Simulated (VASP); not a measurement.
Level of theory: LDA (Ceperley-Alder, Perdew-Zunger), VASP's LDA PAW potentials (set 64) (plane waves; VASP).

A VASP calculation is set up with these files.

**KPOINTS**
```
kpoints
0
Gamma
16 16 16
0 0 0
```

**INCAR**
```
ALGO = Normal
EDIFF = 1E-6
EDIFFG = -0.01
ENCUT = 400
IBRION = 2
ISIF = 3
ISMEAR = 1
LASPH = .TRUE.
LCHARG = .FALSE.
LMAXMIX = 4
LREAL = .FALSE.
LWAVE = .FALSE.
NELM = 100
NSW = 60
PREC = Accurate
SIGMA = 0.1
SYSTEM = Cu
```

POSCAR:
```
Cu
1.0
  0.0000000000   1.7598331984   1.7598331984
  1.7598331984   0.0000000000   1.7598331984
  1.7598331984   1.7598331984   0.0000000000
Cu
1
direct
  0.0000000000   0.0000000000   0.0000000000
```

POTCAR, in this order: Cu (LDA.64 set). Program: vasp_std.

Q: What will the output report for the number of irreducible k-points (NKPTS), number of bands (NBANDS), largest plane-wave count, number of space-group operations, FFT grid (NGX, NGY, NGZ)?

A: 
```yaml
number of irreducible k-points (NKPTS): 145
number of bands (NBANDS): 9
largest_plane_wave_count: 210
number_of_space_group_operations: 48
FFT grid (NGX, NGY, NGZ): 16 × 16 × 16
```

The compound is Cu in the fcc structure. It was relaxed first, which changed the volume by -7 %. The start is the result of an earlier pass.
